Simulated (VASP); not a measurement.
Runs of VASP 6.6.1 on MgO (Periclase). Symmetry: Fm-3m, No. 225, cubic system. Conventional cell: a = 4.193 Å, b = 4.193 Å, c = 4.193 Å, α = 90.00°, β = 90.00°, γ = 90.00°. Mg (site symmetry m-3m) has 6 O at 2.10 Å as nearest neighbours. Around O (site symmetry m-3m) lie 6 Mg at 2.10 Å. 

```tsv
task	cell	gap on the mesh (eV)	pressure (GPa)
relaxation of the atoms	atoms relaxed from: a relaxed cell with its volume scaled by 0.96	6.18	7.6
relaxation of the atoms	atoms relaxed from: a relaxed cell with its volume scaled by 0.98	5.96	3.6
relaxation of the atoms	atoms relaxed from: a relaxed cell with its volume scaled by 1.02	5.55	-3.2
relaxation of the atoms	atoms relaxed	5.75	0.0
relaxation of the atoms	atoms relaxed from: a relaxed cell with its volume scaled by 0.94	(a)	12.1
relaxation of the atoms	atoms relaxed from: a relaxed cell with its volume scaled by 1.04	(b)	-6.2
relaxation of cell and atoms	relaxed	5.75	0.0
relaxation of the atoms	atoms relaxed from: a relaxed cell with its volume scaled by 1.06	5.17	-8.8
```

Alike in all rows: level r2SCAN; potentials or basis VASP PAW PBE potentials, release 64 (Mg, O); no spin polarisation; k mesh 12 × 12 × 12; cutoff (eV) 600; smearing gaussian 0.03 eV.

Task: Estimate the missing entries.

Result: (a) 6.41; (b) 5.35.

Caveats: the PAW data sets were made with another functional, which shifts forces and pressure a little; the relaxation stopped at its first step, so nothing moved (some runs).

A k mesh can miss the band edges.
